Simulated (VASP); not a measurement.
These are PBE GGA with D3 dispersion (Becke-Johnson damping), VASP's PBE PAW potentials (set 64) (plane waves; VASP) values and carry that method's errors.

A VASP calculation is set up with these files.

### POSCAR
```
Li2S
1
    0.0000000000     2.7854707964     2.7854707964
    2.7854707964     0.0000000000     2.7854707964
    2.7854707964     2.7854707964     0.0000000000
Li S
2 1
Direct
  0.2500000000   0.2500000000   0.2500000000
  0.7500000000   0.7500000000   0.7500000000
  0.0000000000   0.0000000000   0.0000000000
```

**INCAR**
```
GGA = PE   # PBE
ISMEAR = -5
ALGO = Normal   # blocked Davidson
LREAL = .False.
ISIF = 2   # forces and stress, cell fixed
LEFG = .True.
LASPH = .True.   # aspherical one-centre terms
EDIFF = 1E-7
LCHARG = .True.
LORBIT = 11
ENCUT = 520   # plane-wave cut-off (eV)
IVDW = 12   # D3, Becke-Johnson
SYSTEM = Li2S
PREC = Accurate
NEDOS = 601
NELM = 100
LWAVE = .False.
```

KPOINTS:
```
Automatic mesh
0
Gamma
8 8 8
0 0 0
```

POTCAR, in this order: Li_sv S (PBE.64 set). Program: vasp_std.

Problem. What will the output report for the number of irreducible k-points (NKPTS), largest plane-wave count, number of space-group operations, FFT grid (NGX, NGY, NGZ)?

Solution. 
- number of irreducible k-points (NKPTS): 29
- largest plane-wave count: 1211
- number of space-group operations: 48
- FFT grid (NGX, NGY, NGZ): 30 × 30 × 30

The compound is Li2S in the antifluorite structure. It was relaxed first, which changed the volume by -8 %.
